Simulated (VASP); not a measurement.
# TiSn (P-6m2) in VASP: a series of runs

The runs below take TiSn through relaxation of cell and atoms, single point, with PBE, r2SCAN.

Program: VASP 6.6.1. These are calculated values, not measurements. Logs are shortened: lines on timing, memory, paths and dates and some standing lists are left out, and cuts for length are marked.

**1. The crystal as given**

Symmetry: P-6m2, No. 187, hexagonal system. The conventional cell has a = 3.175 Å, b = 3.175 Å, c = 4.590 Å, α = 90.00°, β = 90.00°, γ = 120.00°. Around Ti (site symmetry -6m2) lie 6 Sn at 2.94 Å and 6 Ti at 3.18 Å. Sn (site symmetry -6m2) is surrounded by 6 Ti at 2.94 Å and 6 Sn at 3.18 Å.

The cell was built by a generator and needn't be a form met in nature.

**2. Relaxation of cell and atoms, PBE**

INCAR reads:

```
PREC = Accurate ; ENCUT = 520
EDIFF = 1E-6 ; ISMEAR = 0
SIGMA = 0.1 ; LREAL = F
LASPH = T ; NELM = 120
ALGO = Normal ; ISIF = 3
LWAVE = F ; LCHARG = F
GGA = PE ; IBRION = 2
NSW = 90 ; EDIFFG = -0.01
KPAR = 4
```

KPOINTS reads:

```
Automatic mesh
0
Gamma
  16 16 10
```

POSCAR reads:

```
TiSn
1.0
    3.1750349600      0.0000000000      0.0000000000
   -1.5875174800      2.7496609300      0.0000000000
    0.0000000000      0.0000000000      4.5900000000
Ti Sn
1 1
Direct
    0.0000000000      0.0000000000      0.0000000000
    0.6666666700      0.3333333300      0.5000000000
```

Potentials or basis: VASP PAW PBE potentials, release 64 (Ti_sv, Sn_d).

Command:

```sh
> cat potpaw_PBE.64/Ti_sv/POTCAR potpaw_PBE.64/Sn_d/POTCAR > POTCAR
> mpirun -np 4 vasp_std > vasp.out
```

OUTCAR:

```text
PREC = Accurate
   ENCUT = 520
   EDIFF = 1E-6
   ISMEAR = 0
   LREAL = F
   LASPH = T
   NELM = 120
   ISIF = 3
   GGA = PE
   IBRION = 2
   NSW = 90
   EDIFFG = -0.01

 ion  position               nearest neighbor table
   1  0.000  0.000  0.000-   2 2.94   2 2.94   2 2.94   2 2.94   2 2.94   2 2.94
   2  0.667  0.333  0.500-   1 2.94   1 2.94   1 2.94   1 2.94   1 2.94   1 2.94

  LATTYP: Found a hexagonal cell.
 ALAT       =     3.1750349600
 C/A-ratio  =     1.4456533732

  Lattice vectors:

 A1 = (   3.1750349600,   0.0000000000,   0.0000000000)
 A2 = (  -1.5875174800,   2.7496609300,   0.0000000000)
 A3 = (   0.0000000000,   0.0000000000,   4.5900000000)

Analysis of symmetry for initial positions (statically):
=====================================================================
 Subroutine PRICEL returns:
 Original cell was already a primitive cell.

 Routine SETGRP: Setting up the symmetry group for a
 hexagonal supercell.

 Subroutine GETGRP returns: Found 12 space group operations
 (whereof 12 operations were pure point group operations)
 out of a pool of 24 trial point group operations.

The static configuration has the point symmetry D_3h.

Analysis of symmetry for dynamics (positions and initial velocities):
=====================================================================
 Subroutine PRICEL returns:
 Original cell was already a primitive cell.

 Routine SETGRP: Setting up the symmetry group for a
 hexagonal supercell.

 Subroutine GETGRP returns: Found 12 space group operations
 (whereof 12 operations were pure point group operations)
 out of a pool of 24 trial point group operations.

The dynamic configuration has the point symmetry D_3h.

 Subroutine INISYM returns: Found 12 space group operations
 (whereof 12 operations are pure point group operations),
 and found     1 'primitive' translations

----------------------------------------------------------------------------------------

                                     Primitive cell

  volume of cell :      40.0719

  direct lattice vectors                    reciprocal lattice vectors
     3.175034960  0.000000000  0.000000000     0.314957162  0.181840602  0.000000000
    -1.587517480  2.749660930  0.000000000     0.000000000  0.363681205  0.000000000
     0.000000000  0.000000000  4.590000000     0.000000000  0.000000000  0.217864924

  length of vectors
     3.175034960  3.175034957  4.590000000     0.363681205  0.363681205  0.217864924

  position of ions in fractional coordinates (direct lattice)
     0.000000000  0.000000000  0.000000000
[... 88 lines left out ...]
   PSTRESS=    0.0 pullay stress
   NELECT =      26.0000    total number of electrons
   NUPDOWN=      -1.0000    fix difference up-down
   EMIN   =  10.00;   EMAX   =-10.00  energy-range for DOS
   EFERMI =   0.00;   METHOD = LEGACY
   ISMEAR =     0;   SIGMA  =   0.10  broadening in eV -4-tet -1-fermi 0-gaus
   EFERMI_NEDOS =   21; number of points for ismear=-14 and -15
   IALGO  =     38    algorithm
   IMIX   =      4    mixing-type and parameters
     AMIX     =   0.40;   BMIX     =  1.00
     AMIX_MAG =   1.60;   BMIX_MAG =  1.00
  volume/ion in A,a.u.               =      20.04       135.21
  Fermi-wavevector in a.u.,A,eV,Ry     =   1.417270  2.678251 27.329388  2.008653
  Thomas-Fermi vector in A             =   2.538517
   LORBIT       =      0    0 simple, 1 ext, 2 COOP (PROOUT), +10 PAW based schemes
   GGA     = PE    functional components
   LHFCALC =     F    Hartree Fock is set to
   AEXX    =    0.0000 exact exchange contribution
   IVDW    =     0    specifies the selected vdW correction
   LEPSILON=     F    determine dielectric tensor
   LRPA    =     F    only Hartree local field effects (RPA)
 conjugate gradient relaxation of ions
 non-spin polarized calculation
 Gauss-broadening in eV      SIGMA  =   0.10
  energy-cutoff  :      520.00
  volume of cell :       40.07
 maximum number of plane-waves:      1096
 NGX is ok and might be reduce to    24
   NGX = 11   NGY = 11   NGZ = 17

--------------------------------------- Ionic step        1  -------------------------------------------

 number of electron      26.0000011 magnetization

 Free energy of the ion-electron system (eV)
  ---------------------------------------------------
  ext. energy  EPLUGINS =         0.00000000
  ---------------------------------------------------
  free energy    TOTEN  =       -12.11548456 eV

  energy without entropy =      -12.10730710  energy(sigma->0) =      -12.11139583

------------------------ aborting loop because EDIFF is reached ----------------------------------------

  FORCE on cell =-STRESS in cart. coord.  units (eV):
  Direction    XX          YY          ZZ          XY          YZ          ZX
  --------------------------------------------------------------------------------------
  -------------------------------------------------------------------------------------
  Total       -0.0239522     -0.0239522      0.1698381     -0.0000000     -0.0000000      0.0000000
  in kB       -0.9576704     -0.9576704      6.7905558     -0.0000000     -0.0000000      0.0000000
  external PRESSURE =       1.6250717 kB  Pullay stress =       0.0000000 kB
[... 95 lines left out ...]
--------------------------------------- Ionic step        4  -------------------------------------------

 number of electron      26.0000012 magnetization

 Free energy of the ion-electron system (eV)
  ---------------------------------------------------
  ext. energy  EPLUGINS =         0.00000000
  ---------------------------------------------------
  free energy    TOTEN  =       -12.11595197 eV

  energy without entropy =      -12.10810185  energy(sigma->0) =      -12.11202691

 E-fermi :   9.4205     XC(G=0): -11.3575

 val. band max:        9.4180111714   @ k =   0.2500   0.1875   0.3000
 cond. band min:       9.4348601635   @ k =   0.1875   0.1875   0.4000
 fundamental gap:      0.0168489920
 Fermi energy:         9.4204638270

 k-point     1 :       0.0000    0.0000    0.0000
  band No.  band energies     occupation
      1     -47.5782      2.00000
      2     -23.9446      2.00000
      3     -23.6668      2.00000
      4     -23.6668      2.00000
      5     -11.9713      2.00000
      6     -11.9713      2.00000
[... 457 lines left out ...]
      4     -23.7395      2.00000
      5     -11.9758      2.00000
      6     -11.8369      2.00000
[... 9 lines left out ...]
     16      11.3610      0.00000
     17      12.6777      0.00000

 [... further k-points ...]
[... 5 lines left out ...]
  --------------------------------------------------------------------------------------
  -------------------------------------------------------------------------------------
  Total        0.0148848      0.0148848      0.0017414      0.0000000      0.0000000     -0.0000000
  in kB        0.5947598      0.5947598      0.0695816      0.0000000      0.0000000     -0.0000000
  external PRESSURE =       0.4197004 kB  Pullay stress =       0.0000000 kB
[... 17 lines left out ...]
  FREE ENERGIE OF THE ION-ELECTRON SYSTEM (eV)
  ---------------------------------------------------
  free  energy   TOTEN  =       -12.1159519720 eV

  energy  without entropy=      -12.1081018468  energy(sigma->0) =      -12.11202691

 reached required accuracy - stopping structural energy minimisation
```

OSZICAR:

```text
N       E                     dE             d eps       ncg     rms          rms(c)
DAV:   1     0.211169757560E+03    0.21117E+03   -0.14177E+04  6121   0.233E+03
DAV:   2     0.417918651476E+01   -0.20699E+03   -0.20525E+03  6157   0.471E+02
DAV:   3    -0.129975873083E+02   -0.17177E+02   -0.16987E+02  9036   0.139E+02
[... 31 lines left out ...]
DAV:   4    -0.121159373337E+02    0.13245E-03   -0.65170E-04  9741   0.283E-01    0.318E-02
DAV:   5    -0.121159466304E+02   -0.92967E-05   -0.82840E-05  7435   0.969E-02    0.122E-02
DAV:   6    -0.121159507245E+02   -0.40941E-05   -0.16067E-05  9635   0.343E-02    0.101E-02
DAV:   7    -0.121159519099E+02   -0.11854E-05   -0.38087E-06  7003   0.181E-02    0.172E-03
DAV:   8    -0.121159519720E+02   -0.62140E-07   -0.22680E-07  3245   0.513E-03
   4 F= -.12115952E+02 E0= -.12112027E+02  d E =-.595391E-04
```

CONTCAR:

```text
TiSn
   1.00000000000000
     3.1679141045929167    0.0000000000000000    0.0000000000000000
    -1.5839570522964583    2.7434940883427301    0.0000000000000000
    -0.0000000000000000   -0.0000000000000000    4.6135358714197681
  Ti              Sn
     1     1
Direct
     1.0000000000000000    1.0000000000000000    1.0000000000000000
     0.6666666699999979    0.3333333300000021    0.5000000000000000

  0.00000000E+00  0.00000000E+00  0.00000000E+00
  0.00000000E+00  0.00000000E+00  0.00000000E+00
```

It took 60 s on 4 MPI ranks of Intel Xeon Platinum 8488C (Sapphire Rapids), shared host; peak memory 0.25 GiB.

Results:

| Property | Result |
| --- | --- |
| Free energy | -12.1160 eV |
| Relaxed volume | 20.05 Å³/atom |
| Relaxed cell | a = 3.168 Å, b = 3.168 Å, c = 4.614 Å, α = 90.00°, β = 90.00°, γ = 120.00° |
| Space group after relaxing (to 0.05 Å) | P-6m2 (No. 187) |
| Energy gained by relaxing | 0.2 meV/atom |
| Ionic steps | 4 |
| Pressure after relaxing | 0.0 GPa |
| Band gap on the k mesh | none (metal or under the smearing width) |

Step by step:
```
step  energy change (eV)  largest force (eV/Å)  pressure (GPa)  volume (Å³)
   1              0.0000                0.0000            0.16        40.07
   2             -0.0004                0.0000           -0.13        40.19
   3             -0.0004                0.0000           -0.18        40.20
   4             -0.0005                0.0000            0.04        40.10
```

Final structure:
```xyz
2
Lattice="3.1679 0.0000 0.0000 -1.5840 2.7435 0.0000 0.0000 0.0000 4.6135" Properties=species:S:1:pos:R:3 pbc="T T T"
Ti    1.5840    2.7435    4.6135
Sn    1.5840    0.9145    2.3068
```

[end of part 1 of 2]
